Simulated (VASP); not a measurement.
HfMg3 under changes of volume

One of the cells (22.673 Å³/atom); the others are scaled copies at fixed shape and fractional positions:

```
Hf Mg
1.0
    -2.24110    2.24110    4.51432
     2.24110   -2.24110    4.51432
     2.24110    2.24110   -4.51432
Hf Mg
1 3
Direct
  0.00000 0.00000 0.00000
  0.75000 0.25000 0.50000
  0.25000 0.75000 0.50000
  0.50000 0.50000 0.00000
```

The cell comes from a database or a generator and needn't be the stable form of this composition.

| Quantity | Value |
| --- | --- |
| Program | VASP 6.6.1 |
| Functional | PBE |
| Potentials or basis | VASP PAW PBE potentials, release 64 (Hf_pv, Mg) |
| Cutoff | 520 eV |
| k mesh | 8 × 8 × 8 |
| Occupations | fermi-dirac, width 0.05 eV |
| Spin | no spin polarisation |

| volume (Å³/atom) | energy over the lowest point (meV/atom) | pressure (GPa) |
| --- | --- | --- |
| 20.895 | 12.21 | 3.5 |
| 21.340 | ? | ? |
| 21.784 | 0.00 | 1.0 |
| 22.673 | 0.82 | -1.2 |
| 23.118 | 5.38 | -2.1 |
| 23.562 | 12.36 | -2.9 |

Question: What does the run at 21.340 Å³/atom give?

Answer: Energy over the lowest point 4.31 meV/atom; pressure 2.2 GPa.

Worked out: A Birch-Murnaghan fit of order 3 (a polynomial in V^(-2/3)) to the other rows has its minimum at 22.16 Å³/atom with B0 = V·E''(V) = 54 GPa and B' = 3.9 at fixed shape and positions, which overstates the stiffness. It gives 4.31 meV/atom at 21.340 Å³/atom, against the run's 4.31, and -dE/dV = 2.2 GPa, against 2.2.

Energies are extrapolated to zero smearing.
